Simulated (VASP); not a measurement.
The system is Sb.

```xyz
2
Lattice="2.1542 1.2437 3.7580 -2.1542 1.2437 3.7580 0.0000 -2.4875 3.7580" Properties=species:S:1:pos:R:3 pbc="T T T"
Sb    0.0000    0.0000    2.6324
Sb    0.0000    0.0000    8.6416
```

Base run:

| Quantity | Value |
| --- | --- |
| Program | VASP 6.6.1 |
| Functional | LDA |
| Potentials or basis | VASP PAW LDA potentials, release 64 (Sb) |
| Cutoff | 520 eV |
| k mesh | 9 × 9 × 9 |
| Occupations | fermi-dirac, width 0.05 eV |
| Spin | no spin polarisation |

Its results: band gap on the k mesh 0.10 eV, indirect (least direct gap 0.49 eV); pressure -0.9 GPa; largest force 0.098 eV/Å.

The run is repeated on the same cell with these changes: cutoff from 520 eV to 300 eV; k mesh from 9 × 9 × 9 to 3 × 3 × 3. What comes out?

Band gap on the k mesh 1.32 eV, indirect (least direct gap 1.36 eV); pressure -0.2 GPa; largest force 0.205 eV/Å.

Caveats: some runs use coarse meshes; spin-orbit coupling is left out, which moves the levels of the heavy elements; an odd mesh through Γ misses points on the zone boundary, where band edges often lie.

Not every run made on this cell is shown here.
